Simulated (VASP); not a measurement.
An input for Quantum ESPRESSO's pw.x (written as the equivalent of a VASP run, and not itself run):

```
&CONTROL
  calculation = 'scf'
  pseudo_dir = './pseudo'
  outdir = './out'
  tprnfor = .true.
  tstress = .true.
/
&SYSTEM
  ibrav = 0
  nat = 4
  ntyp = 1
  ecutwfc = 82.3
  occupations = 'smearing'
  smearing = 'gaussian'
  degauss = 0.003675
  input_dft = 'pbe'
/
&ELECTRONS
  conv_thr = 7.3e-08
  electron_maxstep = 100
/
ATOMIC_SPECIES
  Te 127.600 Te.upf
CELL_PARAMETERS angstrom
     4.7804600    0.0000000    0.0000000
    -2.3902300    4.1400000    0.0000000
     0.0000000    0.0000000   13.0201580
ATOMIC_POSITIONS crystal
  Te   0.0000000  0.0000000  0.2500000
  Te   0.0000000  0.0000000  0.7500000
  Te   0.3333330  0.6666670  0.2500000
  Te   0.6666670  0.3333330  0.7500000
K_POINTS automatic
  5 5 2 0 0 0
```

Translate this input to VASP (INCAR, KPOINTS, POSCAR, choice of POTCAR).

This is not unique; one that fits is 
File POSCAR:
```
Te
1
    4.7804600000     0.0000000000     0.0000000000
   -2.3902300000     4.1400000000     0.0000000000
    0.0000000000     0.0000000000    13.0201580000
Te
4
Direct
  0.0000000000   0.0000000000   0.2500000000
  0.0000000000   0.0000000000   0.7500000000
  0.3333330000   0.6666670000   0.2500000000
  0.6666670000   0.3333330000   0.7500000000
```

### KPOINTS
```
Automatic mesh
0
Gamma
5 5 2
0 0 0
```

### INCAR
```
# general
SYSTEM =Te
PREC   =Accurate
ENCUT  =400   # plane-wave cut-off (eV)
LREAL  =F   # projection in real space or not
LASPH  =T   # aspherical one-centre terms
NBANDS =13

# electronic loop
EDIFF  =1E-6   # SCF stop (eV)
NELM   =100   # most electronic steps
ALGO   =Normal
LMAXMIX=4   # l cut-off of mixed one-centre charges

# smearing
ISMEAR =0   # Gaussian
SIGMA  =0.05

# functional
GGA    =PE

# ions
ISIF   =2   # forces and stress, cell fixed

# output
LWAVE  =F
LCHARG =F
```

POTCAR, in this order: Te (PBE.64 set). Program: vasp_std.

What does not carry over: the potentials are each code's own (VASP's PAW set, PseudoDojo norm-conserving files in pw.x), so ENCUT and ecutwfc are chosen apart and not converted; conv_thr bounds pw.x's estimated SCF error, while EDIFF bounds the energy change between steps; the number of bands isn't carried over, since the valence differs with the files.

The cell is a sheet with vacuum, built from a generated structure.
